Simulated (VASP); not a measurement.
Energy against volume of InSb (zinc blende). Level of theory: HSE06 screened hybrid, VASP's PBE PAW potentials (set 64) (plane waves; VASP 6.6.1). Settings: 520 eV cut-off, 6×6×6 Γ-centred mesh, Gaussian smearing of 0.050 eV, potentials In_d Sb.

```json
[
 {"V (Å³/atom)": "33.201", "E (eV/atom)": "-4.23013"},
 {"V (Å³/atom)": "34.295", "E (eV/atom)": "-4.23974"},
 {"V (Å³/atom)": "35.390", "E (eV/atom)": "-4.23880"},
 {"V (Å³/atom)": "36.484", "E (eV/atom)": "-4.22903"}
]
```

Fit these four points and predict the energy of the run at 37.579 Å³/atom.

A cubic in V^(−2/3), the third-order Birch-Murnaghan form, passes through the four points with V0 = 34.73 Å³/atom and B0 = 46 GPa, and gives -4.2119 eV/atom there. The run gave -4.2127 eV/atom, -0.8 meV/atom from the fit; all five points give B0 = 46 GPa.

The compound is InSb in the zinc blende structure. It was relaxed first. The cell's shape comes from a PBE relaxation.
